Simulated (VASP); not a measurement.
Here is the system:

```
CsBr
1.0
    3.63094     0.00000     0.00000
    0.00000     3.63094     0.00000
    0.00000     0.00000     3.63094
Cs Br
1 1
Direct
  0.00000   0.00000   0.00000
  0.50000   0.50000   0.50000
```

Method: PBE GGA, VASP's PBE PAW potentials (set 64) (plane waves; VASP). Run with 500 eV cut-off, 7×7×7 Γ-centred mesh, Gaussian smearing of 0.050 eV, potentials Cs_sv Br.

Energy and stress use the plane-wave basis of the starting cell.

Q: The ions, cell shape and volume at an external pressure of 45.0 GPa are relaxed. Predict the relaxed structure.

A: 
```
CsBr
1.0
    3.51176     0.00000     0.00000
    0.00000     3.51176     0.00000
    0.00000     0.00000     3.51176
Cs Br
1 1
Direct
  0.00000   0.00000   0.00000
  0.50000   0.50000   0.50000
```
Space group Pm-3m (221), at a tolerance of 0.03 Å.

Q: How do energy and volume change from the first to the last step?

A: The energy (σ→0) changes by +525.6 meV/atom and the volume by -9.5 %, in 5 ionic steps.

The compound is CsBr in the CsCl type structure. This run relaxes it under an external pressure of 45 GPa. Symmetry was kept, so distortions that lower it aren't found.
